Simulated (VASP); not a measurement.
# LiCuSn2: single point with PBE

The system is LiCuSn2.

```xyz
4
Lattice="4.1651 0.0000 0.0000 -2.0825 3.6071 0.0000 0.0000 0.0000 5.0557" Properties=species:S:1:pos:R:3 pbc="T T T"
Li    0.0000    0.0000    2.5279
Cu    0.0000    0.0000    0.0000
Sn    0.0000    2.4047    1.2639
Sn    2.0825    1.2024    3.7918
```

The cell comes from a database or a generator and needn't be the stable form of this composition.

| Quantity | Value |
| --- | --- |
| Program | VASP 6.6.1 |
| Task | single point |
| Functional | PBE |
| Potentials or basis | VASP PAW PBE potentials, release 64 (Li_sv, Cu, Sn_d) |
| Cutoff | 520 eV |
| k mesh | 6 × 6 × 4 |
| Occupations | gaussian, width 0.1 eV |
| Spin | no spin polarisation |
| Dipole correction | no |
| Further INCAR settings | ALGO = Normal; EDIFF = 1e-07; NBANDS = 29 |

| Quantity | Value |
| --- | --- |
| Largest force | 0.490 eV/Å |
| Band gap on the k mesh | none (metal or under the smearing width) |

Forces in eV/Å, atoms in the order of the input:
```
Li   0.000  0.000  0.000
Cu   0.000  0.000  0.000
Sn   0.000  0.000 -0.490
Sn   0.000  0.000  0.490
```

Levels at points of the mesh, in eV from the Fermi level:
| k point | band 19 | band 20 | band 21 | band 22 | band 23 | band 24 |
| --- | --- | --- | --- | --- | --- | --- |
| (0.00, 0.00, 0.00) | -2.55 | 1.30 | 1.30 | 1.64 | 1.64 | 3.49 |
| (0.50, 0.00, 0.00) | -1.84 | -1.74 | -1.49 | -1.44 | 0.97 | 3.22 |
| (0.00, 0.00, 0.50) | 1.53 | 1.53 | 1.84 | 1.93 | 2.35 | 2.35 |
| (0.50, 0.00, 0.50) | -3.28 | -3.03 | -0.29 | 0.48 | 1.70 | 1.84 |

Run time: 60 s on 1 thread of AMD EPYC 7R43 64-Core Processor (Zen 3), on a shared host, peak memory 0.18 GiB.
